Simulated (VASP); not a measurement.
An input for Ansatz (written as the equivalent of a VASP run, and not itself run):

Ansatz 0.2 input:
```yaml
crystal:
  lattice:
    - [4.3644520, 0.0000000, 0.0000000]
    - [0.0000000, 4.3644520, 0.0000000]
    - [0.0000000, 0.0000000, 4.3644520]
  atoms:
    - { symbol: Ag, position: [0.7500000, 0.2500000, 0.7500000] }
    - { symbol: Ag, position: [0.2500000, 0.7500000, 0.7500000] }
    - { symbol: Ag, position: [0.7500000, 0.7500000, 0.2500000] }
    - { symbol: Ag, position: [0.2500000, 0.2500000, 0.2500000] }
    - { symbol: O, position: [0.0000000, 1.0000000, 0.0000000] }
    - { symbol: O, position: [0.5000000, 0.5000000, 0.5000000] }
kpoints:
  mp_grid: { grid: [5, 5, 5] }
hamiltonian:
  xc: lda
  pseudopotentials: { kind: paw }
scf:
  occupations: { method: gaussian, width: 0.05 }
  max_iter: 100
relax:
  max_steps: 40
  f_tol: 0.02
  cell: { p_target: 30 }
output: { forces: true, stress: true, eigenvalues: true }
```

Task: Translate this input to VASP (INCAR, KPOINTS, POSCAR, choice of POTCAR).

Result: One answer among several that fit: 
File POSCAR:
```
Ag2O
1
    4.3644519858    -0.0000000000     0.0000000000
   -0.0000000000     4.3644519858     0.0000000000
    0.0000000000    -0.0000000000     4.3644519858
Ag O
4 2
Direct
  0.7500000000   0.2500000000   0.7500000000
  0.2500000000   0.7500000000   0.7500000000
  0.7500000000   0.7500000000   0.2500000000
  0.2500000000   0.2500000000   0.2500000000
  0.0000000000   1.0000000000   0.0000000000
  0.5000000000   0.5000000000   0.5000000000
```

INCAR:
```
! general
SYSTEM  = Ag2O
PREC    = Accurate
ENCUT   = 620   ! plane-wave cut-off (eV)
LREAL   = F   ! projection in real space or not
LASPH   = T

! electronic loop
EDIFF   = 1E-6
NELM    = 100
ALGO    = Normal   ! blocked Davidson
LMAXMIX = 4

! smearing
ISMEAR  = 0   ! Gaussian
SIGMA   = 0.05

! ions
IBRION  = 2
NSW     = 40
ISIF    = 3   ! ions, shape and volume
EDIFFG  = -0.02
PSTRESS = 300   ! kbar

! output
LWAVE   = F
LCHARG  = F
```

KPOINTS:
```
Automatic mesh
0
Gamma
5 5 5
0 0 0
```

POTCAR, in this order: Ag O (LDA.64 set). Program: vasp_std.

The two are equivalent in intent, not identical: each code has its own PAW files, so the cut-off isn't converted (ENCUT is set for VASP's; basis.ecutwfc is left out, and Ansatz then takes the one that its files recommend); Ansatz stops its SCF on the density residual and VASP on the energy change (EDIFF); Ansatz's lda is the Perdew-Wang form, while the LDA potentials of VASP carry Perdew-Zunger's.

The compound is Ag2O in the cuprite structure. It was relaxed first under an external pressure of 30 GPa.
